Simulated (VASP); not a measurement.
Shape and ions are relaxed at each volume.

Energy against volume of SiO₂ (rutile). Calculation: optB88-vdW, VASP's PBE PAW potentials (set 64) (plane waves; VASP).

```
V (Å³/atom)  E (eV/atom)
-----------  -----------
7.506           -6.29499
7.746           -6.31729
7.985           -6.32459
8.225           -6.31941
8.464           -6.30409
```

Q: Fit a third-order Birch-Murnaghan equation of state.

A: 
| Item | Result |
|---|---|
| volume per atom | 8.00 Å³/atom |
| bulk modulus | 2730 kbar |
| pressure derivative of the bulk modulus | 5.49 |

Measured: bulk modulus 310 GPa at 300 K (computed value off by -11.8 %), as given by arXiv:1001.2066. The calculation is for a static lattice, while the measured bulk modulus holds thermal and zero-point effects, which are part of the difference.

The compound is SiO2 in the rutile structure, stishovite, a high-pressure form. It was relaxed first.
